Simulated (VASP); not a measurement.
These are PBE GGA, VASP's PBE PAW potentials (set 64) (plane waves; VASP) values and carry that method's errors.

A VASP calculation is set up with these files.

### INCAR
```
# general
SYSTEM   =  PW
PREC     =  Accurate
ENCUT    =  400
LREAL    =  .FALSE.
LASPH    =  .TRUE.

# electronic loop
EDIFF    =  1E-6
NELM     =  100
ALGO     =  Normal
LMAXMIX  =  6

# smearing
ISMEAR   =  0
SIGMA    =  0.05

# functional
GGA      =  PE

# ions
ISIF     =  2

# output
LWAVE    =  .FALSE.
LCHARG   =  .FALSE.
```

File POSCAR:
```
PW
1
    1.9171090000    -5.0660280000     0.0000000000
    1.9171090000     5.0660280000     0.0000000000
    0.0000000000     0.0000000000     3.7780850000
P W
2 2
Direct
  0.5640000000   0.4360000000   0.2500000000
  0.4360000000   0.5640000000   0.7500000000
  0.8547500000   0.1452500000   0.2500000000
  0.1452500000   0.8547500000   0.7500000000
```

### KPOINTS
```
Automatic mesh
0
Gamma
1 1 1
0 0 0
```

POTCAR, in this order: P W_sv (PBE.64 set). Program: vasp_std.

Output

OUTCAR:
```
 ion  position               nearest neighbor table
   1  0.564  0.436  0.250-   2 2.29   2 2.29   4 2.81   4 2.81   4 2.81   4 2.81   3 2.86   3 2.86
                             3 2.95
   2  0.436  0.564  0.750-   1 2.29   1 2.29   3 2.81   3 2.81   3 2.81   3 2.81   4 2.86   4 2.86
                             4 2.95
   3  0.855  0.145  0.250-   2 2.81   2 2.81   2 2.81   2 2.81   1 2.86   1 2.86   1 2.95   4 3.43
                             4 3.43   4 3.43   4 3.43
   4  0.145  0.855  0.750-   1 2.81   1 2.81   1 2.81   1 2.81   2 2.86   2 2.86   2 2.95   3 3.43
                             3 3.43   3 3.43   3 3.43
  LATTYP: Found a base centered orthorhombic cell.
 ALAT       =     3.8342180000
 B/A-ratio  =     2.6425351923
 C/A-ratio  =     0.9853599874
 Subroutine PRICEL returns:
 Original cell was already a primitive cell.
 Subroutine GETGRP returns: Found  8 space group operations
The static configuration has the point symmetry C_2h.
 The point group associated with its full space group is D_2h.
The dynamic configuration has the point symmetry C_2h.
 Subroutine INISYM returns: Found  8 space group operations
 Subroutine IBZKPT returns following result:
 Found      1 irreducible k-points:

 Following reciprocal coordinates:
            Coordinates               Weight
...
```

### OSZICAR
```
       N       E                     dE             d eps       ncg     rms          rms(c)
DAV:   1     0.322241145083E+03    0.32224E+03   -0.19725E+04    54   0.142E+03
DAV:   2    -0.107782270208E+02   -0.33302E+03   -0.33018E+03    53   0.425E+02
DAV:   3    -0.275627047299E+02   -0.16784E+02   -0.16439E+02    60   0.831E+01
DAV:   4    -0.281684229900E+02   -0.60572E+00   -0.60430E+00    53   0.157E+01
DAV:   5    -0.281956731026E+02   -0.27250E-01   -0.27244E-01    68   0.253E+00    0.200E+01
DAV:   6    -0.294063236679E+02   -0.12107E+01   -0.83179E+01    68   0.310E+01    0.117E+01
DAV:   7    -0.254501962041E+02    0.39561E+01   -0.94738E+00    61   0.150E+01    0.713E+00
DAV:   8    -0.253583271026E+02    0.91869E-01   -0.60688E+00    60   0.632E+00    0.617E+00
DAV:   9    -0.253132181585E+02    0.45109E-01   -0.17693E+00    60   0.322E+00    0.433E+00
DAV:  10    -0.251529441787E+02    0.16027E+00   -0.18275E-01    61   0.189E+00    0.192E+00
DAV:  11    -0.251307901941E+02    0.22154E-01   -0.19455E-01    68   0.106E+00    0.702E-01
DAV:  12    -0.251353114634E+02   -0.45213E-02   -0.31068E-02    61   0.609E-01    0.143E+00
DAV:  13    -0.251292314235E+02    0.60800E-02   -0.30262E-03    60   0.355E-01    0.446E-01
DAV:  14    -0.251288595913E+02    0.37183E-03   -0.15580E-02    53   0.261E-01    0.276E-01
DAV:  15    -0.251286887663E+02    0.17082E-03   -0.24512E-04    53   0.110E-01    0.170E-01
DAV:  16    -0.251286444193E+02    0.44347E-04   -0.56666E-05    68   0.445E-02    0.861E-02
DAV:  17    -0.251286268680E+02    0.17551E-04   -0.80940E-06    38   0.164E-02    0.362E-02
DAV:  18    -0.251286222780E+02    0.45900E-05   -0.55152E-06    45   0.163E-02    0.105E-02
DAV:  19    -0.251286220039E+02    0.27418E-06   -0.47808E-07    23   0.551E-03
   1 F= -.25128622E+02 E0= -.25089609E+02  d E =-.780253E-01
```

File OUTCAR:
```
------------------------ aborting loop because EDIFF is reached ----------------------------------------
  FORCE on cell =-STRESS in cart. coord.  units (eV):
  Direction    XX          YY          ZZ          XY          YZ          ZX
  --------------------------------------------------------------------------------------
  Total       -1.5317150    -36.1337627      6.6813480      0.0000000      0.0000000      0.0000000
  in kB      -33.4404749   -788.8740292    145.8675068      0.0000000      0.0000000      0.0000000
  external PRESSURE =    -225.4823324 kB  Pullay stress =       0.0000000 kB
  volume of cell :       73.39
      direct lattice vectors                 reciprocal lattice vectors
     1.917109000 -5.066028000  0.000000000     0.260809375 -0.098696651  0.000000000
     1.917109000  5.066028000  0.000000000     0.260809375  0.098696651  0.000000000
     0.000000000  0.000000000  3.778085000     0.000000000  0.000000000  0.264684357
 POSITION                                       TOTAL-FORCE (eV/Angst)
 -----------------------------------------------------------------------------------
      1.91711     -0.64845      0.94452         0.000000      2.385951      0.000000
      1.91711      0.64845      2.83356         0.000000     -2.385951      0.000000
      1.91711     -3.59435      0.94452         0.000000     -2.206840      0.000000
      1.91711      3.59435      2.83356         0.000000      2.206840     -0.000000
 -----------------------------------------------------------------------------------
    total drift:                                0.000000     -0.000000     -0.000000
  FREE ENERGIE OF THE ION-ELECTRON SYSTEM (eV)
  ---------------------------------------------------
  free  energy   TOTEN  =       -25.1286220039 eV

  energy  without entropy=      -25.0505966905  energy(sigma->0) =      -25.08960935
```
(Selected blocks of OUTCAR.)

The structure was generated: PW was put into the CrB type (Cmcm), which need not be its known phase. The cell was not relaxed at this level. The k-mesh is coarse (spacing up to 1.75 per Å, 2π included), so the numbers may not be converged in it. The run is one of a series of settings (KPOINTS 1×1×1 Γ-centred mesh against the base run), some of them coarse on purpose.
